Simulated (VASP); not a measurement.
These are PBE GGA, VASP's PBE PAW potentials (set 64) (plane waves; VASP) values and carry that method's errors.

VASP ran on this input.

**KPOINTS**
```
K-points
0
Gamma
 4 4 2
```

POSCAR:
```
Mg3Sb2
1.0
  2.2984485986  -3.9810299140   0.0000000000
  2.2984485986   3.9810299140   0.0000000000
  0.0000000000   0.0000000000   7.2717990377
Mg Sb
3 2
Cart
  0.0000000000   0.0000000000   0.0000000000
  2.2984485986   1.3270126254   4.5996603659
  2.2984485986  -1.3270126254   2.6721386718
  2.2984485986   1.3270126254   1.6390295074
  2.2984485986  -1.3270126254   5.6327695303
```

INCAR:
```
ENCUT  =  520   # plane-wave cut-off (eV)
SYSTEM  =  Mg3Sb2
PREC  =  Accurate
LMAXMIX  =  4
NELM  =  100   # most electronic steps
LASPH  =  .TRUE.   # aspherical one-centre terms
LWAVE  =  .TRUE.
LCHARG  =  .FALSE.
EDIFF  =  1E-6   # SCF stop (eV)
ISMEAR  =  0   # Gaussian
LREAL  =  .FALSE.   # projection in real space or not
SIGMA  =  0.05   # width (eV)
GGA  =  PE   # PBE
ALGO  =  Normal
```

POTCAR, in this order: Mg Sb (PBE.64 set). Program: vasp_std.

**Question.** Predict the energy per atom (σ→0).

**Answer.** 
| Item | Result |
|---|---|
| energy per atom (σ→0) | -2.906 eV/atom |

**OSZICAR**
```
...
DAV:   7    -0.145282618714E+02    0.10752E+00   -0.50401E-01   228   0.339E+00    0.106E+00
DAV:   8    -0.145278992953E+02    0.36258E-03   -0.23241E-02   200   0.957E-01    0.513E-02
DAV:   9    -0.145278957959E+02    0.34994E-05   -0.63381E-04   220   0.189E-01    0.320E-02
DAV:  10    -0.145279700497E+02   -0.74254E-04   -0.11608E-04   220   0.701E-02    0.116E-02
DAV:  11    -0.145279852948E+02   -0.15245E-04   -0.22959E-05   208   0.301E-02    0.653E-03
DAV:  12    -0.145279865224E+02   -0.12275E-05   -0.49495E-06   232   0.124E-02    0.304E-03
DAV:  13    -0.145279866384E+02   -0.11603E-06   -0.64720E-07   132   0.488E-03
   1 F= -.14527987E+02 E0= -.14527987E+02  d E =-.332644E-07
```

The compound is Mg3Sb2 in the a-la2o3 structure. It was relaxed first. The k-mesh is coarse (spacing up to 0.43 per Å, 2π included), so the numbers may not be converged in it.
